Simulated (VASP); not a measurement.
Data:

```yaml
crystal:
  lattice:
    - [0.00000, 2.76541, 2.76541]
    - [2.76541, 0.00000, 2.76541]
    - [2.76541, 2.76541, 0.00000]
  atoms:
    - { symbol: Ga, position: [0.00000, 0.00000, 0.00000] }
    - { symbol: P, position: [0.25000, 0.25000, 0.25000] }
```

Calculation: rev-vdW-DF2, VASP's PBE PAW potentials (set 64) (plane waves; VASP 6.6.1). Settings: 520 eV cut-off, 8×8×8 Γ-centred mesh, Gaussian smearing of 0.050 eV, potentials Ga_d P.

Question: What does the run give for the energy per atom (σ→0), pressure, band gap (on the k-mesh) with the smallest direct gap where there is one?

Answer: 
- band gap (on the k-mesh): 1.37 eV
- smallest direct gap (on the k-mesh): 1.37 eV
- energy per atom (σ→0): -2.477 eV/atom
- pressure: -2.19 GPa

The compound is GaP in the zinc blende structure. This cell is one point of a volume scan, at 1.03 of the reference volume.
